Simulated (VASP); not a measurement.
All values below come from RPBE GGA, VASP's PBE PAW potentials (set 64) (plane waves; VASP). For the first row: Numerical set-up: 520 eV cut-off, 8×8×8 Γ-centred mesh, Gaussian smearing of 0.050 eV, potentials Li_sv Br.

| system | energy (eV/atom) |
|---|---|
| LiBr (rock salt) | -3.1363 |
| Li atom | -0.2755 |
| Br atom | -0.3113 |

Atoms are spin-polarised in a large box without symmetry, with the spin fixed by Hund's rule, and may not be in the lowest state of each functional; no zero-point energy is added.

**Question.** What is the cohesive energy per atom of LiBr?

**Answer.** The references average (1×(-0.2755) + 1×(-0.3113))/2 = -0.2934 eV, so the cohesive energy is -0.2934 − (-3.1363) = 2.843 eV/atom. Measured: 3.265 eV/atom at 0 K (as given by Klaus Doll et al., Physical review. B, Condensed matter (1998), arXiv:cond-mat/9801031; zero-point energy (Debye) added).
